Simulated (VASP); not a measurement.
# A VASP study of CdS (Hawleyite) (LDA): structure first, properties next, part 4 of 4

What structure does CdS (Hawleyite) take at this level, and what are its properties? The start is a cell from a database of measured crystal structures.

VASP 6.6.1; LDA; plane waves and PAW (Cd, S).

Still holding for the runs below: Spin-orbit coupling is off here; it would split degenerate levels.

So far, gap on the k-mesh (eV): step 2 (full relaxation (LDA)) 0.968; step 3 (second relaxation) 0.968; step 6 (density of states (LDA)) 0.970; step 7 (electric field gradients (LDA)) 0.968. The relaxed cell has a = 5.762 Å (conventional setting).

### Step 8. Optical spectrum (LDA) (continued)

The imaginary dielectric function, xx has structure finer than the step of the table below, so its rows give means over 0.5 eV, whole bins alone (the curve runs from 0 to 25.0 eV). Peaks (eV: height): 1.00: 2.97, 1.85: 4.01, 3.49: 5.80, 4.13: 7.38, 5.31: 9.64, 6.07: 10.9, 7.62: 9.18.

The imaginary dielectric function, xx by photon energy; means over each step:

| photon energy (eV) | imaginary dielectric function, xx |
| --- | --- |
| 0.5 | 0.233 |
| 1.0 | 1.67 |
| 1.5 | 0.819 |
| 2.0 | 2.22 |
| 2.5 | 1.96 |
| 3.0 | 2.49 |
| 3.5 | 4.63 |
| 4.0 | 4.86 |
| 4.5 | 4.59 |
| 5.0 | 5.25 |
| 5.5 | 8.22 |
| 6.0 | 8.99 |
| 6.5 | 7.80 |
| 7.0 | 7.32 |
| 7.5 | 7.95 |
| 8.0 | 5.73 |
| 8.5 | 3.83 |
| 9.0 | 2.68 |
| 9.5 | 2.07 |
| 10.0 | 1.87 |
| 10.5 | 1.60 |
| 11.0 | 1.77 |
| 11.5 | 1.60 |
| 12.0 | 1.39 |
| 12.5 | 1.15 |
| 13.0 | 1.07 |
| 13.5 | 0.897 |
| 14.0 | 0.903 |
| 14.5 | 1.15 |
| 15.0 | 0.817 |
| 15.5 | 0.602 |
| 16.0 | 0.569 |
| 16.5 | 0.685 |
| 17.0 | 0.472 |
| 17.5 | 0.551 |
| 18.0 | 0.525 |
| 18.5 | 0.378 |
| 19.0 | 0.397 |
| 19.5 | 0.478 |
| 20.0 | 0.574 |
| 20.5 | 0.540 |
| 21.0 | 0.445 |
| 21.5 | 0.449 |
| 22.0 | 0.308 |
| 22.5 | 0.339 |
| 23.0 | 0.285 |
| 23.5 | 0.311 |
| 24.0 | 0.329 |
| 24.5 | 0.331 |

Real dielectric function, xx against photon energy:

| photon energy (eV) | real dielectric function, xx |
| --- | --- |
| 0.0 | 7.33 |
| 0.5 | 7.66 |
| 1.0 | 6.51 |
| 1.5 | 7.57 |
| 2.0 | 5.72 |
| 2.5 | 7.64 |
| 3.0 | 7.20 |
| 3.5 | 6.66 |
| 4.0 | 9.50 |
| 4.5 | 5.05 |
| 5.0 | 6.90 |
| 5.5 | 4.03 |
| 6.0 | 5.29 |
| 6.5 | 1.86 |
| 7.0 | 0.731 |
| 7.5 | 0.794 |
| 8.0 | -2.31 |
| 8.5 | -3.08 |
| 9.0 | -2.43 |
| 9.5 | -1.51 |
| 10.0 | -1.30 |
| 10.5 | -0.634 |
| 11.0 | -0.589 |
| 11.5 | -0.676 |
| 12.0 | -0.964 |
| 12.5 | -0.375 |
| 13.0 | -0.421 |
| 13.5 | -0.315 |
| 14.0 | 0.174 |
| 14.5 | -0.242 |
| 15.0 | -0.282 |
| 15.5 | -0.147 |
| 16.0 | 0.0416 |
| 16.5 | 0.0739 |
| 17.0 | 0.0732 |
| 17.5 | 0.191 |
| 18.0 | 0.232 |
| 18.5 | 0.205 |
| 19.0 | 0.397 |
| 19.5 | 0.483 |
| 20.0 | 0.363 |
| 20.5 | 0.313 |
| 21.0 | 0.314 |
| 21.5 | 0.320 |
| 22.0 | 0.349 |
| 22.5 | 0.361 |
| 23.0 | 0.433 |
| 23.5 | 0.445 |
| 24.0 | 0.489 |
| 24.5 | 0.420 |

The mean of ε2 over directions passes 5 % of its top at 0.73 eV, against a least direct gap of 0.97 eV on this mesh; what lies under the gap is the tail of the broadening by CSHIFT.

### Step 9. Total energy, forces and stress (LDA) with a changed input

A single point gives energy, forces and stress at these settings. Some settings are moved from the usual, to see what they do.

Contents of INCAR:

```
SYSTEM = CdS
PREC = Accurate
ENCUT = 400
EDIFF = 0.001
NELM = 100
ISMEAR = 0
SIGMA = 0.05
LREAL = .FALSE.
ALGO = Normal
GGA = CA
NBANDS = 15
LORBIT = 11
LWAVE = .FALSE.
LCHARG = .FALSE.
KPAR = 2
ISIF = 2
```

Contents of POSCAR:

```
CdS
1.0
    0.0000000000      2.8808819730      2.8808819730
    2.8808819730      0.0000000000      2.8808819730
    2.8808819730      2.8808819730      0.0000000000
Cd S
1 1
Direct
    0.0000000000      0.0000000000      0.0000000000
    0.2500000000      0.2500000000      0.2500000000
```

Contents of KPOINTS:

```
Automatic mesh
0
Monkhorst-Pack
6 6 6
0 0 0
```

The projector-augmented-wave data sets are Cd and S (LDA family, release 64).

Launch:

```
mpirun -np 2 vasp_std
```

The program printed:

```text
[... set-up lines as in an earlier step ...]
 entering main loop
       N       E                     dE             d eps       ncg     rms          rms(c)
DAV:   1     0.943439464836E+02    0.94344E+02   -0.78764E+03   872   0.886E+02
DAV:   2    -0.441067435285E+01   -0.98755E+02   -0.94086E+02   994   0.251E+02
DAV:   3    -0.789963568909E+01   -0.34890E+01   -0.34827E+01  1043   0.491E+01
DAV:   4    -0.792031069909E+01   -0.20675E-01   -0.20673E-01  1071   0.371E+00
DAV:   5    -0.792058798368E+01   -0.27728E-03   -0.27728E-03  1036   0.399E-01    0.881E+00
DAV:   6    -0.743740507668E+01    0.48318E+00   -0.80752E-01  1281   0.127E+01    0.687E+00
DAV:   7    -0.741075385828E+01    0.26651E-01   -0.17175E-01  1043   0.313E+00    0.317E+00
DAV:   8    -0.740575983796E+01    0.49940E-02   -0.18822E-02   959   0.183E+00    0.261E-01
DAV:   9    -0.740529465717E+01    0.46518E-03   -0.22403E-03   833   0.788E-01
   1 F= -.74052947E+01 E0= -.74052947E+01  d E =-.241343E-15
```

Run time: 4.2 s. Hardware: 2 MPI ranks of Intel Xeon 6975P-C (Granite Rapids), shared host; peak memory 0.25 GiB.

Parts of OUTCAR (step 9):

```text
   k-points           NKPTS =     28   k-points in BZ     NKDIM =     28   number of bands    NBANDS=     15

   NELECT =      18.0000    total number of electrons

 E-fermi :   1.6647

 k-point     1 :       0.0833    0.0833    0.0833
  band No.  band energies     occupation
    ...
      5      -5.9392      2.00000
      6      -5.9392      2.00000
      7       0.8331      2.00000
      8       1.3983      2.00000
      9       1.3983      2.00000
     10       2.9594      0.00000
     11       7.6604      0.00000
     12       7.9067      0.00000
     13       7.9067      0.00000
     14      12.5566      0.00000
    ...

  Total        0.0415537      0.0415537      0.0415537      0.0000000      0.0000000      0.0000000
  in kB        1.3922379      1.3922379      1.3922379      0.0000000      0.0000000      0.0000000
  external PRESSURE =       1.3922379 kB  Pullay stress =       0.0000000 kB

 POSITION                                       TOTAL-FORCE (eV/Angst)
 -----------------------------------------------------------------------------------
      0.00000      0.00000      0.00000         0.000000      0.000000      0.000000
      1.44044      1.44044      1.44044        -0.000000     -0.000000     -0.000000
 -----------------------------------------------------------------------------------
    total drift:                                0.000001      0.000001      0.000001

  FREE ENERGIE OF THE ION-ELECTRON SYSTEM (eV)
  ---------------------------------------------------
  free  energy   TOTEN  =        -7.4052946572 eV

  energy  without entropy=       -7.4052946572  energy(sigma->0) =       -7.40529466

[... 6 parts as in an earlier step ...]

[... 10 further parts left out ...]
```

The run converged, and its energy and pressure stay near those of the sound run.

Against the sound run on this cell (electric field gradients (LDA)) the energy at zero smearing moves by -1.7 meV an atom and the pressure by +0.19 GPa.

Settings moved from the usual: EDIFF = 0.001 and shifted = True. KPOINTS differs too.

### Step 10. What came out

```
relaxed volume                                             : 23.91 Å³/atom
relaxed conventional cell a, b, c                          : 5.762, 5.762, 5.762 Å
space group after relaxing, within 0.02 Å                  : F-43m (No. 216)
band gap                                                   : 0.968 eV, direct
gap among the points of the DOS mesh alone, an upper bound : 0.970 eV
largest field gradient Vzz                                 : zero within the noise on all sites
strongest peak of ε2, mean over directions                 : 6.07 eV
ε1 at zero frequency, no local fields, mean                : 7.33
```

In words: With LDA, CdS (Hawleyite) relaxes to 23.91 Å³/atom in space group F-43m (held by the symmetry of the run) and has a direct gap of 0.968 eV. Against the listed cell the volume lies -3.6 %. Bands along the symmetry lines (LDA): The path shows a direct gap of 0.97 eV (valence top at Γ, conduction bottom at Γ). Semilocal functionals usually underestimate gaps. Spin-orbit coupling is left out; it would split some degenerate bands. No search among competing phases was made, and a listed structure need not be the one stable at ambient conditions. All values are for a static lattice at zero temperature.

[Lines on the potential files, build, host, timing and source positions are cut from VASP's logs without a mark.]

[Logs are printed without paths, hosts, clocks, repeated set-up lines and the standing remarks that a program may print on its own settings, such as how far it seeks lower states.]

[Hosts, paths, dates, database ids (printed as entryN), source tags and the programs' standing remarks are cut or masked in the printed files.]

[A measured line is paired with the nearest computed mode of its activity, which favours agreement.]

[In band tables of VASP the shares of atoms and orbitals are scaled to a sum of 1 inside the atoms' spheres.]
